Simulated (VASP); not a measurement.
Calculation: PBE GGA, VASP's PBE PAW potentials (set 64) (plane waves; VASP 6.6.1).

Input for VASP

### KPOINTS
```
Automatic mesh
0
Gamma
5 5 7
0 0 0
```

INCAR:
```
SYSTEM = MnF2
PREC = Accurate
ENCUT = 520
EDIFF = 1E-7
NELM = 100
ALGO = Normal
LREAL = .FALSE.
LASPH = .TRUE.
ISMEAR = 0
SIGMA = 0.05
GGA = PE
LMAXMIX = 4
ISPIN = 2
MAGMOM = 4.5 -4.5 -0.0 0.0 0.0 -0.0
LORBIT = 10
LWAVE = .FALSE.
LCHARG = .FALSE.
ISIF = 4
IBRION = 2
NSW = 30
EDIFFG = -0.01
```

### POSCAR
```
MnF2
1
    4.9842689695     0.0000000000     0.0000000000
    0.0000000000     4.9842689695     0.0000000000
    0.0000000000     0.0000000000     3.3577526779
Mn F
2 4
Direct
  0.0000000000   1.0000000000   0.0000000000
  0.5000000000   0.5000000000   0.5000000000
  0.3036584732   0.3036584732   0.0000000000
  0.8036584732   0.1963415268   0.5000000000
  0.1963415268   0.8036584732   0.5000000000
  0.6963415268   0.6963415268   0.0000000000
```

POTCAR, in this order: Mn_pv F (PBE.64 set). Program: vasp_std.

Output of the run:

### OUTCAR
```
 ion  position               nearest neighbor table
   1  0.000  0.000  0.000-   3 2.14   6 2.14   5 2.18   4 2.18   4 2.18   5 2.18
   2  0.500  0.500  0.500-   4 2.14   5 2.14   3 2.18   6 2.18   3 2.18   6 2.18
   3  0.304  0.304  0.000-   1 2.14   2 2.18   2 2.18
   4  0.804  0.196  0.500-   2 2.14   1 2.18   1 2.18
   5  0.196  0.804  0.500-   2 2.14   1 2.18   1 2.18
   6  0.696  0.696  0.000-   1 2.14   2 2.18   2 2.18
  LATTYP: Found a simple tetragonal cell.
 ALAT       =     4.9842689695
 C/A-ratio  =     0.6736700404
 Subroutine PRICEL returns:
 Original cell was already a primitive cell.
 Subroutine GETGRP returns: Found 16 space group operations
The static configuration has the point symmetry D_2h.
 The point group associated with its full space group is D_4h.
The dynamic configuration has the point symmetry D_2h.
The overall configuration has the point symmetry D_2h.
 Subroutine INISYM returns: Found 16 space group operations
 Subroutine IBZKPT returns following result:
 Found     24 irreducible k-points:

 Following reciprocal coordinates:
            Coordinates               Weight
  0.000000  0.000000  0.000000      1.000000
  0.200000  0.000000  0.000000      4.000000
  0.400000  0.000000  0.000000      4.000000
  0.200000  0.200000  0.000000      4.000000
  0.400000  0.200000  0.000000      8.000000
  0.400000  0.400000  0.000000      4.000000
  0.000000  0.000000  0.142857      2.000000
  0.200000  0.000000  0.142857      8.000000
  0.400000  0.000000  0.142857      8.000000
  0.200000  0.200000  0.142857      8.000000
  0.400000  0.200000  0.142857     16.000000
  0.400000  0.400000  0.142857      8.000000
  0.000000  0.000000  0.285714      2.000000
  0.200000  0.000000  0.285714      8.000000
  0.400000  0.000000  0.285714      8.000000
  0.200000  0.200000  0.285714      8.000000
  0.400000  0.200000  0.285714     16.000000
  0.400000  0.400000  0.285714      8.000000
  0.000000  0.000000  0.428571      2.000000
  0.200000  0.000000  0.428571      8.000000
  0.400000  0.000000  0.428571      8.000000
  0.200000  0.200000  0.428571      8.000000
  0.400000  0.200000  0.428571     16.000000
  0.400000  0.400000  0.428571      8.000000
   k-points           NKPTS =     24   k-points in BZ     NKDIM =     24   number of bands    NBANDS=     32
   number of dos      NEDOS =    301   number of ions     NIONS =      6
   total plane-waves  NPLWV =  44800
   dimension x,y,z NGX =    40 NGY =   40 NGZ =   28
   dimension x,y,z NGXF=    80 NGYF=   80 NGZF=   56
   ions per type =               2   4
   PREC   = accura    normal or accurate (medium, high low for compatibility)
   ISTART =      0    job   : 0-new  1-cont  2-samecut
   ICHARG =      2    charge: 1-file 2-atom 10-const
   ISPIN  =      2    spin polarized calculation?
   LNONCOLLINEAR =      F non collinear calculations
   LSORBIT =      F    spin-orbit coupling
   INIWAV =      1    electr: 0-lowe 1-rand  2-diag
   ENCUT  =  520.0 eV  38.22 Ry    6.18 a.u.   9.27  9.27  6.24*2*pi/ulx,y,z
   NELM   =    100;   NELMIN=  2; NELMDL= -5     # of ELM steps
   EDIFF  = 0.1E-06   stopping-criterion for ELM
   LREAL  =      F    real-space projection
   NLSPLINE    = F    spline interpolate recip. space projectors
   LMAXMIX     =    4 max onsite mixed and CHGCAR
   VOSKOWN=      0    Vosko Wilk Nusair interpolation
   EDIFFG = -.1E-01   stopping-criterion for IOM
   NSW    =     30    number of steps for IOM
   NBLOCK =      1;   KBLOCK =     30    inner block; outer block
   IBRION =      2    ionic relax: 0-MD 1-quasi-New 2-CG
   NFREE  =      1    steps in history (QN), initial steepest desc. (CG)
   ISIF   =      4    stress and relaxation
   ISYM   =      2    0-nonsym 1-usesym 2-fastsym
   TEIN   =    0.0    initial temperature
...
```

### OSZICAR
```
       N       E                     dE             d eps       ncg     rms          rms(c)
DAV:   1     0.687288812909E+03    0.68729E+03   -0.31692E+04  3232   0.187E+03
DAV:   2     0.274418764869E+02   -0.65985E+03   -0.63720E+03  3488   0.531E+02
DAV:   3    -0.415508436560E+02   -0.68993E+02   -0.68527E+02  3504   0.178E+02
DAV:   4    -0.433194518809E+02   -0.17686E+01   -0.17571E+01  3648   0.290E+01
DAV:   5    -0.433492765400E+02   -0.29825E-01   -0.29818E-01  3280   0.427E+00    0.192E+01
DAV:   6    -0.392850566486E+02    0.40642E+01   -0.27736E+01  3680   0.374E+01    0.142E+01
DAV:   7    -0.394293561069E+02   -0.14430E+00   -0.19659E+00  3264   0.103E+01    0.966E+00
DAV:   8    -0.392689721682E+02    0.16038E+00   -0.45357E-01  3256   0.601E+00    0.331E+00
DAV:   9    -0.394219759460E+02   -0.15300E+00   -0.95125E-02  3792   0.338E+00    0.833E-01
DAV:  10    -0.394271826877E+02   -0.52067E-02   -0.22037E-02  3216   0.960E-01    0.156E-01
DAV:  11    -0.394275805022E+02   -0.39781E-03   -0.92144E-04  3544   0.276E-01    0.661E-02
DAV:  12    -0.394277859231E+02   -0.20542E-03   -0.98097E-05  3456   0.780E-02    0.438E-02
DAV:  13    -0.394278369341E+02   -0.51011E-04   -0.51596E-05  3424   0.507E-02    0.174E-02
DAV:  14    -0.394278465153E+02   -0.95812E-05   -0.16975E-05  3560   0.311E-02    0.421E-03
DAV:  15    -0.394278468398E+02   -0.32452E-06   -0.90560E-07  2944   0.731E-03    0.189E-03
DAV:  16    -0.394278471896E+02   -0.34978E-06   -0.25255E-07  2688   0.343E-03    0.902E-04
DAV:  17    -0.394278471994E+02   -0.98125E-08   -0.15670E-08  1824   0.108E-03
   1 F= -.39427847E+02 E0= -.39427847E+02  d E =-.394278E+02  mag=     0.0000
       N       E                     dE             d eps       ncg     rms          rms(c)
DAV:   1    -0.394293617825E+02   -0.15146E-02   -0.14164E-01  3072   0.288E+00    0.287E-01
DAV:   2    -0.394287447335E+02    0.61705E-03   -0.34682E-03  3544   0.463E-01    0.172E-01
DAV:   3    -0.394284206907E+02    0.32404E-03   -0.35335E-04  4000   0.158E-01    0.937E-02
DAV:   4    -0.394283769775E+02    0.43713E-04   -0.11306E-04  3608   0.758E-02    0.276E-02
DAV:   5    -0.394283778733E+02   -0.89579E-06   -0.81060E-06  3216   0.194E-02    0.171E-02
DAV:   6    -0.394283781634E+02   -0.29004E-06   -0.87360E-07  3872   0.744E-03    0.720E-03
DAV:   7    -0.394283783096E+02   -0.14617E-06   -0.18157E-07  2704   0.337E-03    0.115E-03
DAV:   8    -0.394283783274E+02   -0.17863E-07   -0.21726E-08  1632   0.123E-03
   2 F= -.39428378E+02 E0= -.39428378E+02  d E =-.531128E-03  mag=     0.0000
       N       E                     dE             d eps       ncg     rms          rms(c)
DAV:   1    -0.394345217347E+02   -0.61434E-02   -0.80978E-01  3072   0.689E+00    0.688E-01
DAV:   2    -0.394309918512E+02    0.35299E-02   -0.19805E-02  3528   0.111E+00    0.412E-01
DAV:   3    -0.394291454573E+02    0.18464E-02   -0.20056E-03  4000   0.378E-01    0.225E-01
DAV:   4    -0.394288897545E+02    0.25570E-03   -0.65097E-04  3600   0.182E-01    0.659E-02
DAV:   5    -0.394288949909E+02   -0.52365E-05   -0.47441E-05  3200   0.468E-02    0.408E-02
DAV:   6    -0.394288965582E+02   -0.15673E-05   -0.50565E-06  3872   0.178E-02    0.172E-02
DAV:   7    -0.394288973277E+02   -0.76950E-06   -0.10925E-06  3600   0.806E-03    0.283E-03
DAV:   8    -0.394288974143E+02   -0.86590E-07   -0.81626E-08  2056   0.231E-03
   3 F= -.39428897E+02 E0= -.39428897E+02  d E =-.105021E-02  mag=     0.0000
```

**OUTCAR**
```
------------------------ aborting loop because EDIFF is reached ----------------------------------------
  FORCE on cell =-STRESS in cart. coord.  units (eV):
  Direction    XX          YY          ZZ          XY          YZ          ZX
  --------------------------------------------------------------------------------------
  Total       -1.2652954     -1.2652954     -1.2599059      0.0000000      0.0000000      0.0000000
  in kB      -24.3024960    -24.3024960    -24.1989785      0.0000000      0.0000000      0.0000000
  external PRESSURE =     -24.2679902 kB  Pullay stress =       0.0000000 kB
  volume of cell :       83.42
      direct lattice vectors                 reciprocal lattice vectors
     4.997618841 -0.000000000  0.000000000     0.200095292  0.000000000  0.000000000
    -0.000000000  4.997618841  0.000000000     0.000000000  0.200095292  0.000000000
     0.000000000  0.000000000  3.339837867     0.000000000  0.000000000  0.299415732
 POSITION                                       TOTAL-FORCE (eV/Angst)
 -----------------------------------------------------------------------------------
     -0.00000      0.00000      0.00000        -0.000000      0.000000      0.000000
      2.49881      2.49881      1.66992        -0.000000      0.000000      0.000000
      1.52090      1.52090      0.00000         0.000388      0.000388     -0.000000
      4.01971      0.97791      1.66992         0.000388     -0.000388      0.000000
      0.97791      4.01971      1.66992        -0.000388      0.000388     -0.000000
      3.47672      3.47672      0.00000        -0.000388     -0.000388      0.000000
 -----------------------------------------------------------------------------------
    total drift:                                0.000000      0.000000     -0.000000
  FREE ENERGIE OF THE ION-ELECTRON SYSTEM (eV)
  ---------------------------------------------------
  free  energy   TOTEN  =       -39.4288974143 eV

  energy  without entropy=      -39.4288974143  energy(sigma->0) =      -39.42889741

 total charge

# of ion       s       p       d       tot
------------------------------------------
    1        0.152   6.127   4.934  11.213
    2        0.152   6.127   4.934  11.213
    3        1.734   4.352   0.000   6.086
    4        1.734   4.352   0.000   6.086
    5        1.734   4.352   0.000   6.086
    6        1.734   4.352   0.000   6.086
--------------------------------------------------
tot          7.240  29.661   9.869  46.770

 magnetization (x)

# of ion       s       p       d       tot
------------------------------------------
    1        0.017   0.015   4.522   4.554
    2       -0.017  -0.015  -4.522  -4.554
    3       -0.002  -0.025   0.000  -0.027
    4        0.002   0.025   0.000   0.027
    5        0.002   0.025   0.000   0.027
    6       -0.002  -0.025   0.000  -0.027
--------------------------------------------------
tot          0.000   0.000  -0.000  -0.000

 reached required accuracy - stopping structural energy minimisation
```
(Selected blocks of OUTCAR.)

**CONTCAR**
```
MnF2
   1.00000000000000
     4.9976188414128382   -0.0000000000000000    0.0000000000000000
    -0.0000000000000000    4.9976188414128382    0.0000000000000000
     0.0000000000000000    0.0000000000000000    3.3398378670614344
  Mn              F
     2     4
Direct
     0.0000000000000000    0.0000000000000000    0.0000000000000000
     0.5000000000000000    0.5000000000000000    0.5000000000000000
     0.3043246221839691    0.3043246221839691    0.0000000000000000
     0.8043246221839691    0.1956753778160310    0.5000000000000000
     0.1956753778160310    0.8043246221839691    0.5000000000000000
     0.6956753778160309    0.6956753778160309    0.0000000000000000
```

OUTCAR:
```
 val. band max:        2.0149330559   @ k =   0.4000   0.0000   0.0000

 cond. band min:       4.2841295203   @ k =   0.0000   0.0000   0.0000


 Fermi energy:         2.2902150344

 spin component 1

 k-point     1 :       0.0000    0.0000    0.0000
  band No.  band energies     occupation
      1     -47.3902      1.00000
      2     -47.3385      1.00000
      3     -47.3279      1.00000
      4     -42.4462      1.00000
      5     -42.3991      1.00000
      6     -42.3879      1.00000
      7     -21.4374      1.00000
      8     -20.9925      1.00000
      9     -20.9895      1.00000
     10     -20.9335      1.00000
     11      -4.8504      1.00000
     12      -3.9113      1.00000
     13      -3.4120      1.00000
     14      -3.3978      1.00000
     15      -2.9920      1.00000
     16      -2.9438      1.00000
     17      -2.9206      1.00000
     18      -2.8876      1.00000
     19      -2.0993      1.00000
     20      -1.7353      1.00000
     21      -1.7177      1.00000
     22      -1.4318      1.00000
     23       0.4429      1.00000
     24       0.6516      1.00000
     25       0.8149      1.00000
     26       1.6101      1.00000
     27       1.9716      1.00000
     28       4.2841      0.00000
     29       4.6880      0.00000
     30       5.1550      0.00000
     31       5.1589      0.00000
     32       5.9846      0.00000

 k-point     2 :       0.2000    0.0000    0.0000
  band No.  band energies     occupation
      1     -47.3902      1.00000
      2     -47.3385      1.00000
      3     -47.3279      1.00000
      4     -42.4462      1.00000
      5     -42.3991      1.00000
      6     -42.3879      1.00000
      7     -21.3994      1.00000
      8     -21.0539      1.00000
      9     -20.9712      1.00000
     10     -20.9312      1.00000
     11      -4.7190      1.00000
     12      -3.9202      1.00000
     13      -3.4060      1.00000
     14      -3.3440      1.00000
...
```

The compound is MnF2 in the rutile structure. This cell is one point of a volume scan, at 1.03 of the reference volume. Symmetry was kept, so distortions that lower it aren't found.
